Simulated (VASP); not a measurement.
VASP input:

**INCAR**
```
SYSTEM = Al
PREC = Accurate
ENCUT = 400
EDIFF = 1E-6
NELM = 100
ALGO = Normal
LREAL = .FALSE.
LASPH = .TRUE.
ISMEAR = 1
SIGMA = 0.1
GGA = PE
LWAVE = .FALSE.
LCHARG = .FALSE.
ISIF = 2
ISPIN = 2
MAGMOM = 1.0 1.0 1.0
```

File KPOINTS:
```
Automatic mesh
0
Gamma
12 12 12
0 0 0
```

POSCAR:
```
Al
1
    0.0000000000     2.0250000000     2.0250000000
    2.0250000000     0.0000000000     2.0250000000
    2.0250000000     2.0250000000     0.0000000000
Al
1
Direct
  0.0000000000   0.0000000000   0.0000000000
```

POTCAR, in this order: Al (PBE.64 set). Program: vasp_std.

Problem. One choice in this input is risky. Which, and does it do harm here?

Solution. The risk: MAGMOM holds more values than there are atoms. Here it does no harm: the run (PBE GGA, plane waves, VASP's PBE PAW potentials (set 64)) converges to the same energy and pressure as with the safe setting.
OSZICAR:
```
       N       E                     dE             d eps       ncg     rms          rms(c)
DAV:   1    -0.231362207124E+01   -0.23136E+01   -0.87388E+02  1950   0.258E+02
DAV:   2    -0.351733337586E+01   -0.12037E+01   -0.11716E+01  2376   0.214E+01
DAV:   3    -0.352457245926E+01   -0.72391E-02   -0.72382E-02  2268   0.176E+00
DAV:   4    -0.352459059332E+01   -0.18134E-04   -0.18134E-04  2274   0.813E-02
DAV:   5    -0.352459066455E+01   -0.71224E-07   -0.71462E-07  2304   0.404E-03    0.235E+00
DAV:   6    -0.375972384888E+01   -0.23513E+00   -0.15222E-02  1836   0.103E+00    0.912E-01
DAV:   7    -0.375493511307E+01    0.47887E-02   -0.68638E-03  2004   0.619E-01    0.627E-01
DAV:   8    -0.375339313804E+01    0.15420E-02   -0.14343E-03  1908   0.273E-01    0.270E-01
DAV:   9    -0.375316137005E+01    0.23177E-03   -0.18775E-04  2232   0.981E-02    0.782E-02
DAV:  10    -0.375316280375E+01   -0.14337E-05   -0.38141E-05  1980   0.472E-02    0.306E-02
DAV:  11    -0.375317337292E+01   -0.10569E-04   -0.10147E-05  1938   0.273E-02    0.498E-03
DAV:  12    -0.375317304045E+01    0.33247E-06   -0.61300E-07  1302   0.810E-03
   1 F= -.37531730E+01 E0= -.37534304E+01  d E =0.771986E-03  mag=     0.0000
```

The compound is Al in the fcc structure. The cell was not relaxed at this level.
